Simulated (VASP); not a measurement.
Input:

```
CELL_PARAMETERS angstrom
      0.00000     2.55393     2.55393
      2.55393     0.00000     2.55393
      2.55393     2.55393     0.00000
ATOMIC_POSITIONS crystal
  N  0.00000 0.00000 0.00000
  Nd 0.50000 0.50000 0.50000
```

Computed with PBEsol GGA, VASP's PBE PAW potentials (set 64) (plane waves; VASP). Settings: 520 eV cut-off, Gaussian smearing of 0.050 eV, potentials N Nd_3.

The 4f electrons are frozen in the core of the lanthanide potential, so 4f levels, which can set the real gap, and their magnetism are missing.

Task: Give the energies of bands 6 to 11 at the high-symmetry points, in eV from the Fermi level.

Result: 
```tsv
band	Γ	X	U	L	W
6	0.03	-0.41	-1.77	-3.63	-2.00
7	0.03	-0.22	-1.10	-2.28	-0.80
8	0.03	0.00	-0.69	-2.28	-0.80
9	2.75	0.00	2.05	5.20	3.56
10	2.75	6.72	5.89	6.20	3.56
11	2.75	6.98	7.04	6.20	6.99
```

It has no gap at this level: it comes out as a metal or semimetal.

The structure comes from a measured NdN entry (Fm-3m) of the Crystallography Open Database, whose conditions weren't checked. It was relaxed first.
